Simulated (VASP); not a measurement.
Computed with PBE GGA, VASP's PBE PAW potentials (set 64) (plane waves; VASP).

The input files of a VASP run:

**INCAR**
```
! general
SYSTEM   =  I
PREC     =  Accurate
ENCUT    =  300   ! plane-wave cut-off (eV)
LREAL    =  F   ! projection in real space or not
LASPH    =  T

! electronic loop
EDIFF    =  1E-6   ! SCF stop (eV)
NELM     =  100
ALGO     =  Normal
LMAXMIX  =  4   ! l cut-off of mixed one-centre charges

! smearing
ISMEAR   =  -1
SIGMA    =  0.01   ! width (eV)

! functional
GGA      =  PE   ! PBE

! ions
ISIF     =  2   ! forces and stress, cell fixed

! output
LWAVE    =  F
LCHARG   =  F
```

### KPOINTS
```
Automatic
0
Gamma
3 3 2
0 0 0
```

### POSCAR
```
I
1
    2.3950000000    -3.6350000000     0.0000000000
    2.3950000000     3.6350000000     0.0000000000
    0.0000000000     0.0000000000     9.7900000000
I
4
Direct
  0.8460000000   0.8460000000   0.8830000000
  0.6540000000   0.6540000000   0.3830000000
  0.3460000000   0.3460000000   0.6170000000
  0.1540000000   0.1540000000   0.1170000000
```

POTCAR, in this order: I (PBE.64 set). Program: vasp_std.

The resulting files:

### OSZICAR
```
       N       E                     dE             d eps       ncg     rms          rms(c)
DAV:   1     0.128394560749E+03    0.12839E+03   -0.77561E+03   288   0.799E+02
DAV:   2     0.228785844872E+01   -0.12611E+03   -0.12492E+03   418   0.156E+02
DAV:   3    -0.598828217746E+01   -0.82761E+01   -0.82653E+01   332   0.483E+01
DAV:   4    -0.617823306076E+01   -0.18995E+00   -0.18993E+00   406   0.883E+00
DAV:   5    -0.617990435248E+01   -0.16713E-02   -0.16713E-02   320   0.719E-01    0.936E+00
DAV:   6    -0.601015164812E+01    0.16975E+00   -0.15840E-01   312   0.206E+00    0.631E+00
DAV:   7    -0.596236137244E+01    0.47790E-01   -0.38740E-01   302   0.324E+00    0.597E-01
DAV:   8    -0.595333218299E+01    0.90292E-02   -0.52066E-02   302   0.125E+00    0.339E-01
DAV:   9    -0.595344331740E+01   -0.11113E-03   -0.11130E-03   316   0.225E-01    0.102E-01
DAV:  10    -0.595351412747E+01   -0.70810E-04   -0.14755E-04   314   0.785E-02    0.117E-02
DAV:  11    -0.595351654239E+01   -0.24149E-05   -0.77810E-06   354   0.176E-02    0.674E-03
DAV:  12    -0.595351807482E+01   -0.15324E-05   -0.17730E-06   172   0.853E-03    0.175E-03
DAV:  13    -0.595351837466E+01   -0.29984E-06   -0.35959E-07   162   0.388E-03
   1 F= -.59535184E+01 E0= -.59535184E+01  d E =-.188024E-11
```

**OUTCAR**
```
------------------------ aborting loop because EDIFF is reached ----------------------------------------
  FORCE on cell =-STRESS in cart. coord.  units (eV):
  Direction    XX          YY          ZZ          XY          YZ          ZX
  --------------------------------------------------------------------------------------
  Total        0.5447067      1.5951372      1.0185462      0.0000000      0.0000000     -0.0000000
  in kB        5.1197725     14.9929127      9.5734546      0.0000000      0.0000000     -0.0000000
  external PRESSURE =       9.8953799 kB  Pullay stress =       0.0000000 kB
  volume of cell :      170.46
      direct lattice vectors                 reciprocal lattice vectors
     2.395000000 -3.635000000  0.000000000     0.208768267 -0.137551582  0.000000000
     2.395000000  3.635000000  0.000000000     0.208768267  0.137551582  0.000000000
     0.000000000  0.000000000  9.790000000     0.000000000  0.000000000  0.102145046
 POSITION                                       TOTAL-FORCE (eV/Angst)
 -----------------------------------------------------------------------------------
      4.05234      0.00000      8.64457        -0.211322      0.000000     -0.425305
      3.13266      0.00000      3.74957         0.211322      0.000000     -0.425305
      1.65734      0.00000      6.04043        -0.211322      0.000000      0.425305
      0.73766      0.00000      1.14543         0.211322      0.000000      0.425305
 -----------------------------------------------------------------------------------
    total drift:                                0.000000     -0.000000      0.000000
  FREE ENERGIE OF THE ION-ELECTRON SYSTEM (eV)
  ---------------------------------------------------
  free  energy   TOTEN  =        -5.9535183747 eV

  energy  without entropy=       -5.9535183747  energy(sigma->0) =       -5.95351837
```
(Selected blocks of OUTCAR.)

### OUTCAR
```
 val. band max:        2.4712221804   @ k =   0.0000   0.0000   0.0000

 cond. band min:       3.7473310349   @ k =  -0.3333   0.3333   0.0000


 Fermi energy:         2.7060883675

 k-point     1 :       0.0000    0.0000    0.0000
  band No.  band energies     occupation
      1     -10.9573      2.00000
      2     -10.4547      2.00000
      3      -9.0692      2.00000
      4      -8.0924      2.00000
      5      -1.9256      2.00000
      6      -0.6055      2.00000
      7       0.7827      2.00000
      8       0.8444      2.00000
      9       1.3264      2.00000
     10       1.3400      2.00000
     11       1.4629      2.00000
     12       1.9267      2.00000
     13       2.4004      2.00000
     14       2.4712      2.00000
     15       3.8167      0.00000
     16       4.5929      0.00000
     17       7.7369      0.00000
     18       7.8540      0.00000

 k-point     2 :       0.3333    0.0000    0.0000
  band No.  band energies     occupation
      1     -10.6538      2.00000
      2     -10.3789      2.00000
      3      -8.8318      2.00000
      4      -8.3591      2.00000
      5      -1.9565      2.00000
      6      -1.4488      2.00000
      7      -0.0544      2.00000
      8       0.0321      2.00000
      9       0.8310      2.00000
     10       0.9960      2.00000
     11       1.6178      2.00000
     12       1.6701      2.00000
     13       2.0982      2.00000
     14       2.1759      2.00000
     15       4.3051      0.00000
     16       4.5378      0.00000
     17       8.2394      0.00000
     18       8.2551      0.00000

 k-point     3 :       0.3333    0.3333    0.0000
  band No.  band energies     occupation
      1     -10.4952      2.00000
      2     -10.3187      2.00000
      3      -8.6886      2.00000
      4      -8.3977      2.00000
      5      -1.8051      2.00000
      6      -1.5949      2.00000
      7      -0.5072      2.00000
      8       0.0844      2.00000
      9       0.2245      2.00000
...
```

Unless said otherwise, spin-orbit coupling is left out, though it shifts the bands of the heavy elements here.

The structure is a typed I crystal (Cmce). The cell was not relaxed at this level. The k-mesh is coarse (spacing up to 0.52 per Å, 2π included), so the numbers may not be converged in it.
